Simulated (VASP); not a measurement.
Level of theory: PBEsol GGA, VASP's PBE PAW potentials (set 64) (plane waves; VASP).

VASP ran on this input.

INCAR:
```
! general
SYSTEM  = PbSe
PREC    = Accurate
ENCUT   = 520
LREAL   = F
LASPH   = T

! electronic loop
EDIFF   = 1E-7
NELM    = 100
ALGO    = Normal
LMAXMIX = 4

! smearing
ISMEAR  = 0
SIGMA   = 0.05

! functional
GGA     = PS

! ions
ISIF    = 2

! output
LWAVE   = F
LCHARG  = F
```

**KPOINTS**
```
Automatic mesh
0
Gamma
8 8 8
0 0 0
```

**POSCAR**
```
PbSe
1
    0.0000000000     3.1098579547     3.1098579547
    3.1098579547     0.0000000000     3.1098579547
    3.1098579547     3.1098579547     0.0000000000
Pb Se
1 1
Direct
  0.0000000000   0.0000000000   0.0000000000
  0.5000000000   0.5000000000   0.5000000000
```

POTCAR, in this order: Pb_d Se (PBE.64 set). Program: vasp_std.

Unless said otherwise, spin-orbit coupling is left out, though it shifts the bands of the heavy elements here.

Task: What does the run give for the energy per atom (σ→0), pressure, band gap (on the k-mesh)?

Result: 
| Quantity | Value |
|---|---|
| energy per atom (σ→0) | -4.444 eV/atom |
| band gap (on the k-mesh) | 0.35 eV |
| pressure | -2.71 GPa |

**OSZICAR**
```
...
DAV:   7    -0.888848734531E+01    0.65921E-02   -0.11220E-01   898   0.191E+00    0.775E-01
DAV:   8    -0.888925206438E+01   -0.76472E-03   -0.11859E-02   920   0.138E+00    0.147E-01
DAV:   9    -0.888883569322E+01    0.41637E-03   -0.23815E-03  1186   0.503E-01    0.555E-02
DAV:  10    -0.888888016860E+01   -0.44475E-04   -0.15410E-04   878   0.906E-02    0.166E-02
DAV:  11    -0.888887960823E+01    0.56037E-06   -0.26262E-05  1096   0.607E-02    0.288E-03
DAV:  12    -0.888887969284E+01   -0.84604E-07   -0.18656E-06  1016   0.160E-02    0.997E-04
DAV:  13    -0.888887967599E+01    0.16846E-07   -0.51447E-08   640   0.281E-03
   1 F= -.88888797E+01 E0= -.88888797E+01  d E =-.167643E-08
```

The compound is PbSe in the rock salt structure. This cell is one point of a volume scan, at 1.06 of the reference volume.
